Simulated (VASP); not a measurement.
OSZICAR of a VASP run on HfB$_{2}$ (AlB2 type):

### OSZICAR
```
       N       E                     dE             d eps       ncg     rms          rms(c)
DAV:   1     0.355289446489E+02    0.35529E+02   -0.93254E+03  1680   0.144E+03
DAV:   2    -0.269552584642E+02   -0.62484E+02   -0.58338E+02  2052   0.265E+02
DAV:   3    -0.288631957434E+02   -0.19079E+01   -0.18756E+01  2228   0.352E+01
DAV:   4    -0.288794345156E+02   -0.16239E-01   -0.16228E-01  2004   0.322E+00
DAV:   5    -0.288795961252E+02   -0.16161E-03   -0.16160E-03  2148   0.262E-01    0.563E+01
DAV:   6    -0.263993158929E+02    0.24803E+01   -0.54762E+00  2000   0.161E+01    0.416E+01
DAV:   7    -0.263604721293E+02    0.38844E-01   -0.17764E+00  2092   0.942E+00    0.127E+01
DAV:   8    -0.262861467490E+02    0.74325E-01   -0.51635E-01  2012   0.524E+00    0.199E+00
DAV:   9    -0.262799076206E+02    0.62391E-02   -0.40868E-02  1984   0.161E+00    0.309E-01
DAV:  10    -0.262797945018E+02    0.11312E-03   -0.12315E-03  2020   0.308E-01    0.391E-01
DAV:  11    -0.262797960690E+02   -0.15672E-05   -0.12333E-04  2016   0.921E-02    0.217E-01
DAV:  12    -0.262797912454E+02    0.48236E-05   -0.87755E-06  2028   0.277E-02    0.147E-02
DAV:  13    -0.262797914057E+02   -0.16029E-06   -0.51757E-07  2092   0.683E-03    0.543E-03
DAV:  14    -0.262797914092E+02   -0.35311E-08   -0.10626E-08  1188   0.998E-04
   1 F= -.26279791E+02 E0= -.26279586E+02  d E =-.615040E-03
```

Which electronic solver shows in the log?

It is blocked Davidson (ALGO = Normal, or the opening steps of other solvers). The INCAR had ALGO = Normal.

Can the final energy be trusted as converged?

Self-consistency was reached. It stopped with EDIFF = 1E-7, NELM = 100 (PBE GGA, plane waves, VASP's PBE PAW potentials (set 64)).

The compound is HfB2 in the AlB2 type structure. This cell was strained or had an atom moved on purpose.
